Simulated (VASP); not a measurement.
# ScF3: relaxation of cell and atoms with LDA

ScF3:

```xyz
4
Lattice="3.9827 0.0000 0.0000 0.0000 3.9827 0.0000 0.0000 0.0000 3.9827" Properties=species:S:1:pos:R:3 pbc="T T T"
Sc    0.0000    0.0000    0.0000
F     1.9913    0.0000    0.0000
F     0.0000    1.9913    0.0000
F     0.0000    0.0000    1.9913
```

```json
{
 "Program": "VASP 6.6.1",
 "Task": "relaxation of cell and atoms",
 "Functional": "LDA",
 "Potentials or basis": "VASP PAW LDA potentials, release 64 (Sc_sv, F)",
 "Cutoff": "520 eV",
 "k mesh": "8 × 8 × 8",
 "Occupations": "gaussian, width 0.02 eV",
 "Spin": "no spin polarisation",
 "Further INCAR settings": "ALGO = Fast; EDIFF = 1e-07; IBRION = 2; EDIFFG = -0.002; NSW = 80; ISIF = 3"
}
```

| Quantity | Value |
| --- | --- |
| Relaxed volume | 15.79 Å³/atom |
| Relaxed cell | a = 3.982 Å, b = 3.982 Å, c = 3.982 Å, α = 90.00°, β = 90.00°, γ = 90.00° |
| Space group after relaxing (to 0.05 Å) | Pm-3m (No. 221) |
| Energy gained by relaxing | 0.0 meV/atom |
| Ionic steps | 3 |
| Pressure after relaxing | 0.0 GPa |
| Band gap on the k mesh | 6.30 eV, indirect (least direct gap 6.83 eV) |

Final structure:
```
Sc F
1.0
     3.98226    0.00000    0.00000
     0.00000    3.98226    0.00000
     0.00000    0.00000    3.98226
Sc F
1 3
Direct
  0.00000 0.00000 0.00000
  0.50000 0.00000 0.00000
  0.00000 0.50000 0.00000
  0.00000 0.00000 0.50000
```

Levels at points of the mesh, in eV from the valence-band top:
```csv
k point,band 14,band 15,band 16,band 17,band 18,band 19
"(0.00, 0.00, 0.00)",-0.53,-0.53,-0.53,6.30,6.30,6.30
"(0.50, 0.00, 0.00)",-0.74,-0.55,-0.55,6.34,7.26,7.26
"(0.50, 0.50, 0.00)",-1.00,-1.00,-0.01,7.30,7.30,7.98
"(0.50, 0.50, 0.50)",0.00,0.00,0.00,8.03,8.03,8.03
```

It took 37 s on 1 thread of Intel(R) Xeon(R) 6975P-C (Granite Rapids) (shared host), peak memory 0.17 GiB.

A k mesh can miss the band edges. Expect the measured gap to be larger: semilocal functionals such as LDA lack the derivative discontinuity.
